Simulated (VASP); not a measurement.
Computed with r2SCAN meta-GGA, VASP's PBE PAW potentials (set 64) (plane waves; VASP).

The input files of a VASP run:

POSCAR:
```
KBr
1.0
 -0.0082577840   3.3031135938   3.3031135938
  3.2948558098   0.0000000000   3.2948558098
  3.3031135938   3.3031135938  -0.0082577840
K Br
1 1
Cartesian
  3.2865980258   3.3031135938   6.5979694036
  3.2948558098   3.3031135938   3.2948558098
```

### INCAR
```
ALGO = Normal
EDIFF = 1E-7
ENCUT = 480
ISIF = 2
ISMEAR = 0
LASPH = .TRUE.
LCHARG = .FALSE.
LMAXMIX = 4
LMIXTAU = .TRUE.
LREAL = .FALSE.
LWAVE = .FALSE.
METAGGA = R2SCAN
NELM = 100
PREC = Accurate
SIGMA = 0.05
SYSTEM = KBr
```

File KPOINTS:
```
Automatic mesh
0
Gamma
6 6 6
0 0 0
```

POTCAR, in this order: K_sv Br (PBE.64 set). Program: vasp_std.

Question: What does the run give for the energy per atom (σ→0), band gap (on the k-mesh)?

Answer: 
- energy per atom (σ→0) = -11.624 eV/atom
- band gap (on the k-mesh) = 5.07 eV

OSZICAR:
```
...
DAV:  15    -0.232477764217E+02   -0.41824E-05   -0.25825E-06  1744   0.163E-02    0.162E-02
DAV:  16    -0.232478434220E+02   -0.67000E-04   -0.12180E-05  1284   0.465E-02    0.682E-03
DAV:  17    -0.232478824755E+02   -0.39054E-04   -0.19894E-05  1216   0.545E-02    0.322E-03
DAV:  18    -0.232478834954E+02   -0.10198E-05   -0.12821E-06  1452   0.153E-02    0.194E-03
DAV:  19    -0.232478838677E+02   -0.37233E-06   -0.13705E-06  1228   0.159E-02    0.116E-03
DAV:  20    -0.232478841439E+02   -0.27621E-06   -0.62915E-08  1068   0.329E-03    0.414E-04
DAV:  21    -0.232478840455E+02    0.98461E-07   -0.95200E-09   924   0.110E-03
   1 F= -.23247884E+02 E0= -.23247884E+02  d E =-.212006E-13
```

The compound is KBr in the rock salt structure. This cell was strained or had an atom moved on purpose.
